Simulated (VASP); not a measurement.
An input for Quantum ESPRESSO's pw.x (written as the equivalent of a VASP run, and not itself run):

```
&CONTROL
  calculation = 'scf'
  pseudo_dir = './pseudo'
  outdir = './out'
  tprnfor = .true.
  tstress = .true.
/
&SYSTEM
  ibrav = 0
  nat = 6
  ntyp = 2
  ecutwfc = 84
  occupations = 'smearing'
  smearing = 'methfessel-paxton'
  degauss = 0.00735
  input_dft = 'pbesol'
/
&ELECTRONS
  conv_thr = 7.3e-09
  electron_maxstep = 100
/
ATOMIC_SPECIES
  Ag 107.868 Ag.upf
  O 15.999 O.upf
CELL_PARAMETERS angstrom
     4.7055779    0.0000000    0.0000000
     0.0000000    4.7055779    0.0000000
     0.0000000    0.0000000    4.7055779
ATOMIC_POSITIONS crystal
  Ag   0.7500000  0.2500000  0.7500000
  Ag   0.2500000  0.7500000  0.7500000
  Ag   0.7500000  0.7500000  0.2500000
  Ag   0.2500000  0.2500000  0.2500000
  O    0.0000000  0.0000000  0.0000000
  O    0.5000000  0.5000000  0.5000000
K_POINTS automatic
  7 7 7 0 0 0
```

Problem. Write the VASP files for the same calculation (PBEsol).

Solution. One answer among several that fit: 
### POSCAR
```
Ag2O
1
    4.7055778965     0.0000000000     0.0000000000
    0.0000000000     4.7055778965     0.0000000000
    0.0000000000     0.0000000000     4.7055778965
Ag O
4 2
Direct
  0.7500000000   0.2500000000   0.7500000000
  0.2500000000   0.7500000000   0.7500000000
  0.7500000000   0.7500000000   0.2500000000
  0.2500000000   0.2500000000   0.2500000000
  0.0000000000   0.0000000000   0.0000000000
  0.5000000000   0.5000000000   0.5000000000
```

### INCAR
```
ENCUT=520
SYSTEM=Ag2O
ISMEAR=1   ! Methfessel-Paxton
NELM=100   ! most electronic steps
LWAVE=.FALSE.
PREC=Accurate
LREAL=.FALSE.   ! projection in real space or not
GGA=PS   ! PBEsol
ISIF=2   ! forces and stress, cell fixed
LCHARG=.FALSE.
LMAXMIX=4   ! l cut-off of mixed one-centre charges
SIGMA=0.1   ! width (eV)
LASPH=.TRUE.   ! aspherical one-centre terms
EDIFF=1E-7   ! SCF stop (eV)
ALGO=Normal   ! blocked Davidson
```

KPOINTS:
```
Automatic mesh
0
Gamma
7 7 7
0 0 0
```

POTCAR, in this order: Ag O (PBE.64 set). Program: vasp_std.

The two are equivalent in intent, not identical: the potentials are each code's own (VASP's PAW set, PseudoDojo norm-conserving files in pw.x), so ENCUT and ecutwfc are chosen apart and not converted; conv_thr bounds pw.x's estimated SCF error, while EDIFF bounds the energy change between steps.

The compound is Ag2O in the cuprite structure. It was relaxed first.
